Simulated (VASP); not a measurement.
Level of theory: PBE GGA, VASP's PBE PAW potentials (set 64) (plane waves; VASP 6.6.1).

Input for VASP

**INCAR**
```
SYSTEM=K
PREC=Accurate; ENCUT=500; LREAL=F
LASPH=T
EDIFF=1E-6; NELM=100; ALGO=Normal
ISMEAR=1; SIGMA=0.1
GGA=PE
IBRION=2; NSW=40; ISIF=3
EDIFFG=-0.02; PSTRESS=200
LWAVE=F; LCHARG=F
```

File POSCAR:
```
K
1
   -1.9008506018     1.9008506018     1.9008506018
    1.9008506018    -1.9008506018     1.9008506018
    1.9008506018     1.9008506018    -1.9008506018
K
1
Direct
  0.0000000000   0.0000000000   0.0000000000
```

File KPOINTS:
```
K-points
0
gamma
 13 13 13
```

POTCAR, in this order: K_sv (PBE.64 set). Program: vasp_std.

Problem. What will the output report for the number of irreducible k-points (NKPTS), largest plane-wave count, number of space-group operations, FFT grid (NGX, NGY, NGZ)?

Solution. 
| Quantity | Result |
|---|---|
| number of irreducible k-points (NKPTS) | 84 |
| largest plane-wave count | 713 |
| number of space-group operations | 48 |
| FFT grid (NGX, NGY, NGZ) | 24 × 24 × 24 |

The compound is K in the bcc structure. This run relaxes it under an external pressure of 20 GPa. Symmetry was kept, so distortions that lower it aren't found.
